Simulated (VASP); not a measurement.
Given:

```
PtSe2
1.0
    1.86500    -3.23027     0.00000
    1.86500     3.23027     0.00000
    0.00000     0.00000     5.08000
Pt Se
1 2
Direct
  0.00000   0.00000   0.00000
  0.33333   0.66667   0.25500
  0.66667   0.33333   0.74500
```

These are PBE GGA, VASP's PBE PAW potentials (set 64) (plane waves; VASP) values and carry that method's errors. Run with 400 eV cut-off, 6×6×4 Γ-centred mesh, Gaussian smearing of 0.050 eV, potentials Pt Se.

### Question
Which forces act on the atoms, in eV/Å?

### Answer

```csv
atom,Fx,Fy,Fz
Pt1,0.000,0.000,0.000
Se2,0.000,0.000,0.203
Se3,0.000,0.000,-0.203
```

### Question
Give the stress tensor in GPa (positive for a compressed cell).

### Answer

```
5.44  0.00  0.00
0.00  5.44  0.00
0.00  0.00  3.45
```
The pressure is its mean diagonal, 4.78 GPa.

The compound is PtSe2 in the 1T layered structure. The cell was not relaxed at this level. The k-mesh is coarse (spacing up to 0.32 per Å, 2π included), so the numbers may not be converged in it.
